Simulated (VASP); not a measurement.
Consider the following.

```yaml
crystal:
  lattice:
    - [4.01632, 0.00000, 0.00000]
    - [0.00000, 4.01632, 0.00000]
    - [0.00000, 0.00000, 4.01632]
  atoms:
    - { symbol: K, position: [0.00000, 0.00000, 0.00000] }
    - { symbol: Ta, position: [0.50000, 0.50000, 0.50000] }
    - { symbol: O, position: [0.50000, 0.00000, 0.50000] }
    - { symbol: O, position: [0.00000, 0.50000, 0.50000] }
    - { symbol: O, position: [0.50000, 0.50000, 0.00000] }
```

Method: optB88-vdW, VASP's PBE PAW potentials (set 64) (plane waves; VASP 6.6.1). Run with 520 eV cut-off, Gaussian smearing of 0.050 eV, potentials K_sv Ta_pv O.

Unless said otherwise, spin-orbit coupling is left out, though it shifts the bands of the heavy elements here.

Task: Predict the band gap (along the path) with the smallest direct gap where there is one.

Result: 
The band gap (along the path) is 2.15 eV and the smallest direct gap (along the path) comes out as 2.77 eV.

Only differences to runs with the same potentials and settings are physical.

The compound is KTaO3 in the cubic perovskite structure. It was relaxed first.
